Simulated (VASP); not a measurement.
All values below come from PBE GGA, VASP's PBE PAW potentials (set 64) (plane waves; VASP).

Input for VASP

KPOINTS:
```
Automatic mesh
0
gamma
 14 14 14
0 0 0
```

### INCAR
```
ALGO  =  Normal
EDIFF  =  1E-7
ENCUT  =  400
GGA  =  PE
ISIF  =  2
ISMEAR  =  -5
LASPH  =  .TRUE.
LCHARG  =  .TRUE.
LMAXMIX  =  4
LORBIT  =  11
LREAL  =  .FALSE.
LWAVE  =  .FALSE.
NEDOS  =  601
NELM  =  100
PREC  =  Accurate
SYSTEM  =  RuAl
```

POSCAR:
```
RuAl
1
    3.0013501380     0.0000000000     0.0000000000
   -0.0000000000     3.0013501380    -0.0000000000
    0.0000000000     0.0000000000     3.0013501380
Al Ru
1 1
Direct
  0.5000000000   0.5000000000   0.5000000000
  0.0000000000   0.0000000000   0.0000000000
```

POTCAR, in this order: Al Ru_pv (PBE.64 set). Program: vasp_std.

The run wrote:

### OSZICAR
```
       N       E                     dE             d eps       ncg     rms          rms(c)
DAV:   1     0.895574244444E+02    0.89557E+02   -0.83061E+03  3064   0.107E+03
DAV:   2    -0.132004211360E+02   -0.10276E+03   -0.98824E+02  3216   0.306E+02
DAV:   3    -0.149091508865E+02   -0.17087E+01   -0.16792E+01  3440   0.411E+01
DAV:   4    -0.149264280703E+02   -0.17277E-01   -0.17290E-01  3316   0.405E+00
DAV:   5    -0.149268429316E+02   -0.41486E-03   -0.41606E-03  3572   0.549E-01    0.120E+01
DAV:   6    -0.143452210522E+02    0.58162E+00   -0.36764E+00  3048   0.218E+01    0.241E+00
DAV:   7    -0.142693594161E+02    0.75862E-01   -0.30526E-01  3056   0.649E+00    0.205E+00
DAV:   8    -0.142548835653E+02    0.14476E-01   -0.19242E-02  3124   0.144E+00    0.205E-01
DAV:   9    -0.142547580793E+02    0.12549E-03   -0.31187E-04  3408   0.170E-01    0.136E-01
DAV:  10    -0.142547557872E+02    0.22921E-05   -0.34143E-05  3568   0.777E-02    0.111E-02
DAV:  11    -0.142547528190E+02    0.29682E-05   -0.25939E-06  3364   0.211E-02    0.619E-03
DAV:  12    -0.142547524670E+02    0.35204E-06   -0.70237E-08  1752   0.281E-03    0.209E-04
DAV:  13    -0.142547525224E+02   -0.55413E-07   -0.10361E-08  1556   0.102E-03
   1 F= -.14254753E+02 E0= -.14254753E+02  d E =0.000000E+00
```

### OUTCAR
```
------------------------ aborting loop because EDIFF is reached ----------------------------------------
  FORCE on cell =-STRESS in cart. coord.  units (eV):
  Direction    XX          YY          ZZ          XY          YZ          ZX
  --------------------------------------------------------------------------------------
  Total       -0.0045502     -0.0045502     -0.0045502     -0.0000000      0.0000000     -0.0000000
  in kB       -0.2696467     -0.2696467     -0.2696467     -0.0000000      0.0000000     -0.0000000
  external PRESSURE =      -0.2696467 kB  Pullay stress =       0.0000000 kB
  volume of cell :       27.04
      direct lattice vectors                 reciprocal lattice vectors
     3.001350138  0.000000000  0.000000000     0.333183385  0.000000000  0.000000000
     0.000000000  3.001350138  0.000000000     0.000000000  0.333183385  0.000000000
     0.000000000  0.000000000  3.001350138     0.000000000  0.000000000  0.333183385
 POSITION                                       TOTAL-FORCE (eV/Angst)
 -----------------------------------------------------------------------------------
      1.50068      1.50068      1.50068         0.000000      0.000000      0.000000
      0.00000      0.00000      0.00000         0.000000      0.000000      0.000000
 -----------------------------------------------------------------------------------
    total drift:                               -0.000000      0.000000      0.000000
  FREE ENERGIE OF THE ION-ELECTRON SYSTEM (eV)
  ---------------------------------------------------
  free  energy   TOTEN  =       -14.2547525224 eV

  energy  without entropy=      -14.2547525224  energy(sigma->0) =      -14.25475252

 total charge

# of ion       s       p       d       tot
------------------------------------------
    1        0.390   0.414   0.000   0.804
    2        0.333   6.240   6.198  12.770
--------------------------------------------------
tot          0.723   6.654   6.198  13.574
```
(Selected blocks of OUTCAR.)

For a metal the tetrahedron method with Blöchl corrections gives inexact stress and forces.

The compound is RuAl in the CsCl type structure. It was relaxed first. The electron count is odd and the run is not spin-polarised, which forces a metal.
